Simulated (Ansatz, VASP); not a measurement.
# ZnS (Wurtzite-2H) in two plane-wave programs, part 3 of 3

Wanted: the spread between two codes on one cell, functional and k mesh. The cell is taken from a series of runs on this material, whose earlier steps may have relaxed, scaled, displaced or heated it; both programs get it as it stands.

VASP 6.6.1 and Ansatz 0.2.0.

So far: The structure; Ansatz: zone-centre phonons, LDA; VASP: zone-centre phonons, LDA.

## Step 3: VASP: zone-centre phonons, LDA (continued)

Level of this step: LDA; plane waves and PAW (S, Zn) (VASP).

Numbers of over 12 decimals in the logs are rounded to 6 here.

From OUTCAR (step 3):

```text
ion  position               nearest neighbor table
   1  0.333  0.667  0.385-   3 2.31   4 2.35   4 2.35   4 2.35
   2  0.667  0.333  0.885-   4 2.31   3 2.35   3 2.35   3 2.35
   3  0.333  0.667  1.000-   1 2.31   2 2.35   2 2.35   2 2.35
   4  0.667  0.333  0.500-   2 2.31   1 2.35   1 2.35   1 2.35

  LATTYP: Found a hexagonal cell.
 ALAT       =     3.8876842256
 C/A-ratio  =     1.5426015878

 Subroutine GETGRP returns: Found 12 space group operations
 (whereof  6 operations were pure point group operations)

The static configuration has the point symmetry C_3v.
 The point group associated with its full space group is C_6v.

 Found     95 irreducible k-points:

   k-points           NKPTS =     95   k-points in BZ     NKDIM =     95   number of bands    NBANDS=     24

   dimension x,y,z NGX =    28 NGY =   28 NGZ =   48
   dimension x,y,z NGXF=    56 NGYF=   56 NGZF=   96

   ENCUT  =  500.0 eV  36.75 Ry    6.06 a.u.   7.09  7.09 10.93*2*pi/ulx,y,z

   NELECT =      36.0000    total number of electrons

 k-points in reciprocal lattice and weights: Automatic mesh
   0.00000000  0.00000000  0.00000000       0.001
   0.08333333  0.00000000  0.00000000       0.005
   0.16666667  0.00000000  0.00000000       0.005
   0.25000000  0.00000000  0.00000000       0.005
   0.33333333  0.00000000  0.00000000       0.005
   0.41666667  0.00000000  0.00000000       0.005
   0.50000000  0.00000000  0.00000000       0.003
   0.08333333  0.08333333  0.00000000       0.005
   0.16666667  0.08333333  0.00000000       0.010
[...]
-1.943842113  3.366833301  0.000000000     0.000000000  0.297015002  0.000000000
     0.000000000  0.000000000  5.997147859     0.000000000  0.000000000  0.166745930

 POSITION                                       TOTAL-FORCE (eV/Angst)
 -----------------------------------------------------------------------------------
     -0.00000      2.24456      2.30980        -0.000000      0.000000      0.002499
      1.94384      1.12228      5.30837         0.000000      0.000000      0.002499
     -0.00000      2.24456      5.99625         0.000000      0.000000     -0.002499
      1.94384      1.12228      2.99768         0.000000     -0.000000     -0.002499
 -----------------------------------------------------------------------------------
    total drift:                               -0.000000     -0.000001      0.000114

 MACROSCOPIC STATIC DIELECTRIC TENSOR (including local field effects in DFT)
 ------------------------------------------------------
           6.151207    -0.000000     0.000000
          -0.000000     6.151207     0.000000
           0.000000     0.000000     6.014043
 ------------------------------------------------------

 PIEZOELECTRIC TENSOR (including local field effects)  for field in x, y, z        (C/m^2)
          XX          YY          ZZ          XY          YZ          ZX
  --------------------------------------------------------------------------------
  x    -0.00000    -0.00000     0.00000     0.00000     0.00000     0.31206
  y     0.00000     0.00000     0.00000     0.00000     0.31206     0.00000
  z     0.34958     0.34958    -0.70369     0.00000    -0.00000     0.00000

 BORN EFFECTIVE CHARGES (including local field effects) (in |e|, cummulative output)
 ---------------------------------------------------------------------------------
 ion    1
    1    -1.97363     0.00000     0.00000
    2     0.00000    -1.97363     0.00000
    3     0.00000    -0.00000    -1.97971
 ion    2
    1    -1.97363     0.00000     0.00000
    2     0.00000    -1.97363     0.00000
    3     0.00000     0.00000    -1.97971
 ion    3
    1     1.97363     0.00000    -0.00000
    2     0.00000     1.97363     0.00000
    3     0.00000    -0.00000     1.97971
 ion    4
    1     1.97363     0.00000     0.00000
    2    -0.00000     1.97363     0.00000
    3     0.00000     0.00000     1.97971

 Eigenvectors and eigenvalues of the dynamical matrix
 ----------------------------------------------------

   1 f  =   10.141433 THz    63.720505 2PiTHz  338.281805 cm-1    41.941580 meV
             X         Y         Z           dx          dy          dz
     -0.000000  2.244556  2.309799    -0.000000    0.000000    0.687152
      1.943842  1.122278  5.308373     0.000000   -0.000000   -0.687152
     -0.000000  2.244556  5.996250     0.000000   -0.000000   -0.166801
      1.943842  1.122278  2.997676     0.000000   -0.000000    0.166801

   2 f  =    8.166702 THz    51.312902 2PiTHz  272.411859 cm-1    33.774751 meV
             X         Y         Z           dx          dy          dz
     -0.000000  2.244556  2.309799    -0.000000    0.000000    0.578184
      1.943842  1.122278  5.308373     0.000000   -0.000000    0.578184
     -0.000000  2.244556  5.996250    -0.000000   -0.000000   -0.407066
      1.943842  1.122278  2.997676     0.000000   -0.000000   -0.407066

   3 f  =    8.052976 THz    50.598340 2PiTHz  268.618363 cm-1    33.304417 meV
             X         Y         Z           dx          dy          dz
     -0.000000  2.244556  2.309799    -0.000001   -0.614931    0.000000
      1.943842  1.122278  5.308373     0.000001    0.614931    0.000000
     -0.000000  2.244556  5.996250    -0.000000   -0.349085   -0.000000
      1.943842  1.122278  2.997676     0.000000    0.349085   -0.000000

   4 f  =    8.052976 THz    50.598340 2PiTHz  268.618363 cm-1    33.304417 meV
             X         Y         Z           dx          dy          dz
     -0.000000  2.244556  2.309799     0.614931   -0.000001    0.000000
      1.943842  1.122278  5.308373    -0.614931    0.000001    0.000000
     -0.000000  2.244556  5.996250     0.349085   -0.000000   -0.000000
      1.943842  1.122278  2.997676    -0.349085    0.000000   -0.000000

   5 f  =    7.837771 THz    49.246169 2PiTHz  261.439905 cm-1    32.414402 meV
             X         Y         Z           dx          dy          dz
     -0.000000  2.244556  2.309799     0.000003    0.578231   -0.000000
      1.943842  1.122278  5.308373     0.000003    0.578231   -0.000000
     -0.000000  2.244556  5.996250    -0.000002   -0.407000    0.000000
      1.943842  1.122278  2.997676    -0.000002   -0.407000    0.000000

   6 f  =    7.837771 THz    49.246169 2PiTHz  261.439905 cm-1    32.414402 meV
             X         Y         Z           dx          dy          dz
     -0.000000  2.244556  2.309799    -0.578231    0.000003    0.000000
      1.943842  1.122278  5.308373    -0.578231    0.000003    0.000000
     -0.000000  2.244556  5.996250     0.407000   -0.000002    0.000000
      1.943842  1.122278  2.997676     0.407000   -0.000002   -0.000000

   7 f  =    5.551055 THz    34.878309 2PiTHz  185.163273 cm-1    22.957310 meV
             X         Y         Z           dx          dy          dz
     -0.000000  2.244556  2.309799     0.000000   -0.000000    0.166801
      1.943842  1.122278  5.308373     0.000000   -0.000000   -0.166801
     -0.000000  2.244556  5.996250    -0.000000    0.000000    0.687152
      1.943842  1.122278  2.997676     0.000000   -0.000000   -0.687152

   8 f  =    2.206873 THz    13.866191 2PiTHz   73.613353 cm-1     9.126888 meV
             X         Y         Z           dx          dy          dz
     -0.000000  2.244556  2.309799    -0.000005    0.349085    0.000000
      1.943842  1.122278  5.308373     0.000005   -0.349085    0.000000
     -0.000000  2.244556  5.996250     0.000008   -0.614931    0.000000
      1.943842  1.122278  2.997676    -0.000008    0.614931    0.000000

   9 f  =    2.206873 THz    13.866191 2PiTHz   73.613353 cm-1     9.126888 meV
             X         Y         Z           dx          dy          dz
     -0.000000  2.244556  2.309799    -0.349085   -0.000005   -0.000000
      1.943842  1.122278  5.308373     0.349085    0.000005   -0.000000
     -0.000000  2.244556  5.996250     0.614931    0.000008   -0.000000
      1.943842  1.122278  2.997676    -0.614931   -0.000008   -0.000000

  10 f/i=    0.018892 THz     0.118703 2PiTHz    0.630173 cm-1     0.078131 meV
             X         Y         Z           dx          dy          dz
     -0.000000  2.244556  2.309799    -0.406984    0.003601   -0.000000
      1.943842  1.122278  5.308373    -0.406984    0.003601   -0.000000
     -0.000000  2.244556  5.996250    -0.578208    0.005116   -0.000000
      1.943842  1.122278  2.997676    -0.578208    0.005116   -0.000000

  11 f/i=    0.018892 THz     0.118703 2PiTHz    0.630173 cm-1     0.078131 meV
             X         Y         Z           dx          dy          dz
     -0.000000  2.244556  2.309799     0.003601    0.406984    0.000000
      1.943842  1.122278  5.308373     0.003601    0.406984    0.000000
     -0.000000  2.244556  5.996250     0.005116    0.578208    0.000000
      1.943842  1.122278  2.997676     0.005116    0.578208    0.000000

  12 f/i=    0.020627 THz     0.129602 2PiTHz    0.688036 cm-1     0.085306 meV
             X         Y         Z           dx          dy          dz
     -0.000000  2.244556  2.309799    -0.000000   -0.000000    0.407066
      1.943842  1.122278  5.308373    -0.000000   -0.000000    0.407066
     -0.000000  2.244556  5.996250    -0.000000   -0.000000    0.578184
      1.943842  1.122278  2.997676    -0.000000   -0.000000    0.578184

 MACROSCOPIC STATIC DIELECTRIC TENSOR IONIC CONTRIBUTION
 ------------------------------------------------------
           3.314931    -0.000000    -0.000000
          -0.000000     3.314931     0.000000
          -0.000000     0.000000     3.071870
 ------------------------------------------------------

 ELASTIC MODULI CONTR FROM IONIC RELAXATION (kBar)
 Direction    XX          YY          ZZ          XY          YZ          ZX
 --------------------------------------------------------------------------------
 XX        -193.4963    119.4063    125.0434      0.0000      0.0000     -0.0000
 YY         119.4063   -193.4963    125.0434     -0.0000     -0.0000      0.0000
 ZZ         125.0434    125.0434   -422.0776      0.0000      0.0000     -0.0000
 XY           0.0000     -0.0000      0.0000   -156.4513      0.0000      0.0000
 YZ          -0.0000     -0.0000      0.0000      0.0000    -44.0672      0.0000
 ZX          -0.0000      0.0000     -0.0000     -0.0000      0.0000    -53.6977
 --------------------------------------------------------------------------------

 PIEZOELECTRIC TENSOR IONIC CONTR  for field in x, y, z        (C/m^2)
          XX          YY          ZZ          XY          YZ          ZX
  --------------------------------------------------------------------------------
  x    -0.00000     0.00000    -0.00000     0.00000     0.00000    -0.39700
  y     0.00000    -0.00000     0.00000     0.00000    -0.35964     0.00000
  z    -0.31742    -0.31742     1.07145    -0.00000    -0.00000     0.00000
```

## Step 4: Comparison

Known differences besides the potentials themselves: the two LDA forms differ slightly; fixed occupations in Ansatz, narrow Gaussian smearing in VASP; VASP's response is taken on the typed mesh, Ansatz refines its own for the field response alone; the cutoff is 420 eV in Ansatz and 500 eV in VASP; VASP's log shows a relativistic correction to its local exchange, Ansatz's none. Total energies have different zeros and are not compared.

The two programs side by side:

| quantity | Ansatz | VASP | difference |
| --- | --- | --- | --- |
| ε∞ xx | 6.20 | 6.15 | +0.77 % |
| ε∞ yy | 6.20 | 6.15 | +0.77 % |
| ε∞ zz | 6.06 | 6.01 | +0.81 % |
| Born charge of S1 (mean of the diagonal) (e) | -1.97 | -1.98 | +0.01 |
| Born charge of Zn3 (mean of the diagonal) (e) | 1.97 | 1.98 | -0.01 |
| optical mode 1 to 2 (cm⁻¹) | 71.3 | 73.6 | -3.20 % |
| optical mode 3 (cm⁻¹) | 183.9 | 185.2 | -0.69 % |
| optical mode 4 to 5 (cm⁻¹) | 259.3 | 261.4 | -0.80 % |
| optical mode 6 to 7 (cm⁻¹) | 266.8 | 268.6 | -0.70 % |
| optical mode 8 (cm⁻¹) | 270.5 | 272.4 | -0.69 % |
| optical mode 9 (cm⁻¹) | 336.9 | 338.3 | -0.42 % |

Modes are paired by rising frequency, not by their patterns, so a pair may set unlike modes beside each other; they are those without the splitting of longitudinal modes.

## Step 5: What came out

| Item | Value |
| --- | --- |
| r.m.s. difference of the optical zone-centre modes, each program's sorted by frequency (zone-centre phonons, LDA) | 1.9 cm⁻¹ |
| difference in optical mode 1 to 2 (zone-centre phonons, LDA) | -3.2 % |

The r.m.s. difference of the optical zone-centre modes, each program's sorted by frequency is 1.9 cm⁻¹ (zone-centre phonons, LDA). Among the rows given in per cent, the largest difference of the zone-centre phonons, LDA pair is in optical mode 1 to 2, -3.2 %. Such differences can come from data sets, numerical settings and the points named under the comparisons, not from the functional's error against experiment.

[Lines on the potential files, build, host, timing and source positions are cut from VASP's logs without a mark.]

[Logs are printed without paths, hosts, clocks, repeated set-up lines and the standing remarks that a program may print on its own settings, such as how far it seeks lower states.]

[Hosts, paths, dates, database ids (printed as entryN), source tags and the programs' standing remarks are cut or masked in the printed files.]
